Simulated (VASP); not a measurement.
Wanted: an ASE script for a VASP 6.6.1 run.

| Property | Result |
| --- | --- |
| Task | single point |
| Functional | HSEsol |
| Potentials or basis | VASP PAW PBE potentials, release 64 (Mo_pv, I) |
| Cutoff | 520 eV |
| k mesh | 5 × 5 × 3 |
| Occupations | gaussian, width 0.01 eV |
| Spin | no spin polarisation |
| Grid for exact exchange (PRECFOCK) | Normal |
| Further INCAR settings | ALGO = Normal; EDIFF = 1.00e-06; BMIX = 2.000000 |

The structure of MoI lies in POSCAR:

```
MoI
1.0
    3.9030415553      0.0000000000      0.0000000000
    0.0000000000      3.9030415553      0.0000000000
    0.0000000000      0.0000000000      5.4314175498
Mo I
1 1
Direct
    0.5000000000      0.5000000000      0.5000000000
    0.0000000000      0.0000000000      0.5000000000
```

The cell was built by a generator and needn't be a form met in nature.

The cell isn't the ideal one: volume scaled by 1.25.

One way to write it, as run:

run.py

```python
from ase.calculators.vasp import Vasp
from ase.dft.bandgap import bandgap
from ase.io import read

atoms = read('POSCAR')
calc = Vasp(
    directory='calc',
    xc='hsesol',
    pp='PBE',
    setups='materialsproject',
    prec='Accurate',
    encut=520,
    ediff=1e-06,
    ismear=0,
    sigma=0.01,
    lreal=False,
    lasph=True,
    nelm=60,
    algo='Normal',
    isif=2,
    lwave=False,
    lcharg=False,
    precfock='Normal',
    bmix=2.0,
    kpts=[5, 5, 3],
    gamma=True,
)
atoms.calc = calc

print('energy (eV):', atoms.get_potential_energy())
print('free energy (eV):', atoms.get_potential_energy(force_consistent=True))
print('forces (eV/A):')
print(atoms.get_forces())
print('stress (eV/A^3, Voigt):', atoms.get_stress())
print('Fermi level (eV):', calc.get_fermi_level())
gap, top, bottom = bandgap(calc)
print('band gap (eV):', gap, 'from (spin, k, band)', top, 'to', bottom)
```

Potentials or basis: VASP PAW PBE potentials, release 64 (Mo_pv, I).

Launch:

```sh
$ python run.py
```

It gave:

```json
{
  "Pressure": "-5.0 GPa",
  "Band gap on the k mesh": "none (metal or under the smearing width)"
}
```

Caveat: the k mesh is coarse (spacing up to 0.39 Å⁻¹), so the values aren't converged, least of all with exact exchange; the PAW data sets were made with another functional, which shifts forces and pressure a little; an odd number of electrons without spin polarisation forces a metal; a magnetic or distorted state may lie lower.

Wall time 18 min on 1 thread of Intel(R) Xeon(R) Platinum 8559C (Emerald Rapids), on a shared host, peak memory 0.3 GiB.
